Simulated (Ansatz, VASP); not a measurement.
## One calculation of CdSb2C, two programs

```
Cd Sb C
1.0
     3.83343    0.00000    0.00000
     0.00000    3.83343    0.00000
     0.00000    0.00000    6.60354
Cd Sb C
1 2 1
Direct
  0.00000 0.00000 0.00000
  0.00000 0.50000 0.31140
  0.50000 0.00000 0.68860
  0.50000 0.50000 0.50000
```

The cell was built by a generator and needn't be a form met in nature.

Alike in both runs: task single point; functional PBE; k mesh 6 × 6 × 4; occupations fermi-dirac, width 0.02 eV; no spin polarisation.

```csv
,VASP,Ansatz
version,VASP 6.6.1,Ansatz 0.2.0
potentials or method,"VASP PAW PBE potentials, release 64 (Cd, Sb, C)","plane waves, PAW"
plane-wave cutoff (eV),520,420
valence electrons in the cell,26,54
```

Ansatz gave:

| Quantity | Value |
| --- | --- |
| pressure (GPa) | 1.5 |
| largest component of the traceless stress (GPa) | 0.37 |
| rms of the force components (eV/Å) | 0.053 |

Q: Which values does VASP return?

A: Pressure (GPa): 1.6; largest component of the traceless stress (GPa): 0.36; rms of the force components (eV/Å): 0.052.

The two sets of potentials don't hold the same shells in valence.

Spin-orbit coupling is left out, which matters for the levels of Sb.
